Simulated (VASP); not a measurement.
Pd: energy against volume

Pd (fcc, Fm-3m, 14.510 Å³/atom and stress up to 0.10 GPa in the relaxed cell, cube axes along x, y and z) under an equal strain ε along all three axes. PBEsol in VASP (plane waves, PAW), 480 eV, 20×20×20 Γ-centred mesh, Methfessel-Paxton smearing 0.10 eV.

Here V stands for volume and E for E less E0.

```
volume (Å³/atom)  E less E0 (meV/atom)  pressure (GPa)
----------------  --------------------  --------------
13.2426                              ?               ?
13.6564                          37.18           14.80
13.8665                          20.53           10.65
14.0788                           9.00            6.83
14.2932                           2.26            3.32
14.5097                           0.00            0.10
14.7285                           1.93           -2.85
14.9494                           7.79           -5.56
15.1725                          17.31           -8.03
15.3978                          30.25          -10.28
```

The 9 complete rows are fitted with the third-order Birch-Murnaghan form, a cubic in V^(-2/3), E against V. With u = V^(-2/3) - 0.168, the rows have u = 0.007029, 0.005256, 0.003510, 0.001791, 0.000097, -0.001572, -0.003215, -0.004834, -0.006430. Least squares gives E = -0.001 - 75.08·u + 740668·u² + 3208752·u³. Residuals (row less fit): 0.000, -0.002, 0.001, 0.001, 0.001, -0.005, 0.001, 0.003, -0.002; standard error 0.003 (degrees of freedom: 5). Its minimum lies at u = 0.000051, so V0 = (0.168051)^(-3/2) = 14.52. There d²E/du² = 1482000 and d³E/du³ = 1.925e7, so B0 = (4/9) × 14.52^(-7/3) × 1482000 × 0.160218 = 205 GPa (the last factor turns the table's units into GPa), and B0' = 4 + (2/3) × 0.168051 × (1.925e7)/1482000 = 5.5. B0' rests on the cubic coefficient alone and has a standard error of 0.1 from these residuals.

Q: Predict the withheld E at V = 13.2426 from the fit, and compare with the calculation.

A: u = 0.010656, so E = -0.001 - 75.08 × 0.010656 + 740668 × 0.010656² + 3208752 × 0.010656³ = 87.185 meV/atom. The calculation gives 87.17 meV/atom, 0.015 meV/atom below the prediction (0.0 % of the range of E in the table). The row lies outside the fitted rows, so this is an extrapolation. The scatter of the fitted rows lies at the last printed digit.

In a metal these values are sensitive to mesh and smearing; energies are taken to zero smearing, stresses follow the free energy. The runs aren't spin-polarised. Other structures, which can take over under pressure, weren't tried. The same form fitted to the pressure column gives B0' = 5.5; series where the two differ by over 0.4 aren't shown. Rows are the converged runs of the series near zero and its far end, less any whose ions stayed unrelaxed beside relaxed ones; series whose fitted rows scatter by over a few per cent of the range, as at a crossing or softening among them, aren't shown in this form.
